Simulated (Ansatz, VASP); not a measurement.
# Cross-check of SnSe2 between VASP and Ansatz

One calculation is typed for both programs; each brings its own data sets. How far apart do they land? The cell is taken from a series of runs on this material, whose earlier steps may have relaxed, scaled, displaced or heated it; both programs get it as it stands.

Method: plane waves, with VASP 6.6.1 beside it; zone-centre phonons at LDA, in Ansatz 0.2.0.

**1. Set-up**

The structure is trigonal, space group P-3m1 (No. 164). Conventional cell: a = 3.800 Å, b = 3.800 Å, c = 5.893 Å, α = 90.00°, β = 90.00°, γ = 120.00°. Sn has 6 Se at 2.70 Å nearest. Nearest to Se lie 3 Sn at 2.70 Å. Farther neighbours and most contacts between anions are not listed.

**2. Ansatz: zone-centre phonons, LDA**

Ansatz runs on its PAW soft_1 files.

Second derivatives magnify differences that forces hide, and they need a tight electronic threshold.

Input file input.yaml:

```yaml
crystal:
  lattice:
    - [3.8001186668, 0.0, 0.0]
    - [-1.9000593334, 3.2909993028, 0.0]
    - [0.0, 0.0, 5.8927623395]
  atoms:
    - { symbol: Sn, position: [0.0, 0.0, 0.0] }
    - { symbol: Se, position: [0.3333333333, 0.6666666667, 0.2674899698] }
    - { symbol: Se, position: [0.6666666667, 0.3333333333, 0.7325100302] }
kpoints:
  mp_grid: { grid: [9, 9, 6] }
hamiltonian:
  xc: lda
  pseudopotentials: { kind: paw, azcp: { folder: soft_1 }, xc_functional: pbe }
scf:
  occupations: { method: fixed }
output:
  eigenvalues: true
phonons:
  method: dfpt
```

Command:

```bash
ansatz run input.yaml --threads 8 --pin off --max-ram 16384MiB --backend cpu --events-out ev --progress --plain --runs-dir out
```

Numbers of over 12 decimals in the logs are rounded to 6 here.

The program printed:

```text
Engine: ansatz 0.2.0, aarch64-unknown-linux-gnu
Pseudopotentials: kind: paw
Pseudopotential: Sn, paw, valence charge 14, recommended cutoff 420 eV (normal), soft_1/Sn.paw.azcp
Pseudopotential: Se, paw, valence charge 16, recommended cutoff 420 eV (normal), soft_1/Se.paw.azcp
Functional definition: SPW92
  exchange = slater_x
  correlation = pw_c
Crystal: 3 atoms, lattice volume = 73.696 Å³
Basis set: ecut = 420 eV, 1459 PW (Γ), exchange–correlation on 54×54×80 points (8 copies of the dense FFT grid, shifted against one another)
Bands: 28, of which v1, the nominal top of the filled ones, is band 23 counted from 1 (22 counted from 0)
Symmetry: 12 space group operations
k-points: 140 of 486 (irreducible under 2 space group operations, time reversal used)
Non-local potential: Sn, projectors of the file, l = 0: 2, l = 1: 2, l = 2: 2, l = 3: 1
Non-local potential: Se, projectors of the file, l = 0: 2, l = 1: 2, l = 2: 3, l = 3: 1
PAW form: soft (Blöchl's): semilocal exchange-correlation on the pseudo side does not see the compensation charge
PAW frozen core: Sn, regenerated for the run's functional, and the local potential with it (the file was generated under x = pbe(κ = 0.804, μ = 0.219515), c = pbe(β = 0.066725))
PAW frozen core: Se, regenerated for the run's functional, and the local potential with it (the file was generated under x = pbe(κ = 0.804, μ = 0.219515), c = pbe(β = 0.066725))
PAW one-centre angular grid: Sn, 590 points (default); XC on 64 Gauss nodes
PAW one-centre angular grid: Se, 590 points (default); XC on 64 Gauss nodes
Initial density: superposition of atomic densities (chi_scale 0.1, normalization cell, long waves kept (reshape's long-wave potential 0.07 eV rms))
Initial wavefunctions: pseudopotential atomic-orbital guess
Functional: x = slater, c = lda
SCF iter   1: F=—  HF=-16647.561012 eV  |F-HF|=—  |Δ(HF+E_count)|=         —  Δρ=3.14e-2  dr2=1.66e0  ethr=3.10e-3  ⟨swp⟩=5.0  Hψ=14366  notcnv=0  defer=407
preconditioner: auto → Resta (q_TF=auto, 2.522 Å⁻¹)  ε∞=4.0  [insulator: Δε(μ)=0.101 eV  Ē_g=9.918 eV  n_scr=22 (ndim 8)  ℏωp=17.3 eV  f_vac=0.018  ε∞_Penn≈4.0]
SCF iter   2: F=—  HF=-16647.176674 eV  |F-HF|=—  |Δ(HF+E_count)|=   3.84e-1  Δρ=1.54e-2  dr2=2.32e-1  ethr=3.10e-3  ⟨swp⟩=2.0  Hψ=5650  notcnv=0  defer=172
SCF iter   3: F=—  HF=-16647.107146 eV  |F-HF|=—  |Δ(HF+E_count)|=   6.95e-2  Δρ=4.66e-3  dr2=1.38e-2  ethr=5.04e-4  ⟨swp⟩=2.0  Hψ=4752  notcnv=0  defer=393
SCF iter   4: F=—  HF=-16647.103598 eV  |F-HF|=—  |Δ(HF+E_count)|=   3.55e-3  Δρ=9.82e-4  dr2=1.05e-3  ethr=3.01e-5  ⟨swp⟩=2.0  Hψ=7285  notcnv=0  defer=413
SCF iter   5: F=—  HF=-16647.103301 eV  |F-HF|=—  |Δ(HF+E_count)|=   2.96e-4  Δρ=4.24e-4  dr2=1.25e-4  ethr=2.29e-6  ⟨swp⟩=2.0  Hψ=7281  notcnv=0  defer=416
SCF iter   6: F=—  HF=-16647.103340 eV  |F-HF|=—  |Δ(HF+E_count)|=   3.84e-5  Δρ=1.06e-4  dr2=8.79e-6  ethr=2.71e-7  ⟨swp⟩=2.7  Hψ=7083  notcnv=0  defer=365
SCF iter   7: F=—  HF=-16647.103343 eV  |F-HF|=—  |Δ(HF+E_count)|=   2.61e-6  Δρ=2.62e-5  dr2=4.56e-7  ethr=1.91e-8  ⟨swp⟩=2.8  Hψ=6730  notcnv=0  defer=146
SCF iter   8: F=—  HF=-16647.103344 eV  |F-HF|=—  |Δ(HF+E_count)|=   1.09e-6  Δρ=4.60e-6  dr2=2.79e-8  ethr=9.90e-10  ⟨swp⟩=2.0  Hψ=4672  notcnv=0  defer=146
SCF iter   9: F=—  HF=-16647.103344 eV  |F-HF|=—  |Δ(HF+E_count)|=   1.18e-8  Δρ=1.67e-6  dr2=2.09e-9  ethr=6.07e-11  ⟨swp⟩=2.0  Hψ=4640  notcnv=0  defer=146
SCF iter  10: F=-16647.103344 eV  HF=-16647.103344 eV  |F-HF|=3.27e-11  |Δ(HF+E_count)|=  4.22e-10  Δρ=3.28e-7  dr2=8.02e-11  ethr=1.00e-12  ⟨swp⟩=11.2  Hψ=28129  notcnv=0
SCF 1 converged in 10 iterations: F = -16647.103344 eV  dr2 = 8.02e-11
  greatest PAW one-centre occupation: 1.000 electrons in one spin orbital (limit 2), on the Se atom at site 2 (counted from 0), in its partial waves of l = 2
DFPT response loops at Γ: preconditioner auto → Resta (q_TF=auto, 2.522 Å⁻¹)  ε∞=17.0 (no band partly filled); β = 1.00, the filter's whole step (`scf.mixing.beta` (0.50) is not read by the response loops at its default; to damp them type it under 1.00, their step now; it binds the ground state too); Broyden in place of MSR1
SCF converged after 10 iterations
Free energy (F): -16647.103344 eV
Harris-Foulkes:  -16647.103344 eV  (|F-HF|=3.27e-11)
Internal energy: -16647.103344 eV  (E = F + TS)
E sigma→0 (E₀):  -16647.103344 eV
Fermi energy:    8.505025 eV
--- Per-component energies (eV) ---
  E_band       = -855.618457
  E_kinetic    = 393.064077
  E_local      = -6360.230573  (includes V_loc(G=0)·N_el)
  E_nonlocal   = -550.895744
  E_hartree    = 3321.121581
  E_xc         = -294.684759
  E_vxc        = -262.598470  (∫ρ·V_xc dr)
  E_paw        = -8318.938249  (= ΣΔE_a)
  E_vpaw       = -717.200467  (= ΣTr[D̂ρ^β])
  E_aug_tail   = -0.000517  (compensation charges beyond the density's cutoff)
  E_ewald      = -4841.398771
  E_core_change = 4.859611  (= ΣΔE_core)
  E_smearing   = -0.000000  (= −TS)
  E_closure    = -0.000000  (closes the sum)
  Σ components = -16647.103344   (vs F -16647.103344, Δ=0.00e0)
--- Band table (eV; the first three rows and the last of 140) ---
  k-point 0: bands = [... 19 lower, 7.6921, 7.8607, 7.8607, 8.4001, 9.0823, 11.2490, 12.9144, 12.9144, ... 1 higher]
  k-point 1: bands = [... 19 lower, 7.6126, 7.6126, 7.9686, 7.9686, 9.8144, 11.2571, 12.7958, 12.7958, ... 1 higher]
  k-point 2: bands = [... 19 lower, 7.5309, 7.5309, 8.1093, 8.1093, 10.5383, 11.2285, 12.5730, 12.5730, ... 1 higher]
  k-point 139: bands = [... 19 lower, 4.7818, 5.5341, 7.6103, 7.6392, 10.3772, 12.6712, 13.5489, 14.0132, ... 1 higher]
--- Phonons (Γ-DFPT): 4 representative perturbations + reference, on 140 of 486 k-points (Σ response iterations 12) ---
  k mesh reduced under 2 symmetry operations, with k and −k counted as one. Each operation leaves every solved perturbation unchanged. A smaller set is not used because it would not reduce the number of displacements times k-points to solve
  ASR residual: 6.839e-5 → 0.000e0 eV/Å²; symmetrization residual: 1.135e-5 eV/Å²
  ASR residual per site (eV/Å²): 6.84e-5 6.64e-5 6.64e-5
  Γ frequencies (cm⁻¹): 0.00 0.00 0.00 126.82 126.82 145.01 145.01 181.07 241.86
  non-analytic LO–TO correction: not included (Born effective charges unavailable; polar crystals: no LO–TO splitting at Γ)
```

(Part 1 of 2 ends here.)

[Lines on the potential files, build, host, timing and source positions are cut from VASP's logs without a mark.]

[Logs are printed without paths, hosts, clocks, repeated set-up lines and the standing remarks that a program may print on its own settings, such as how far it seeks lower states.]

[Hosts, paths, dates, database ids (printed as entryN), source tags and the programs' standing remarks are cut or masked in the printed files.]
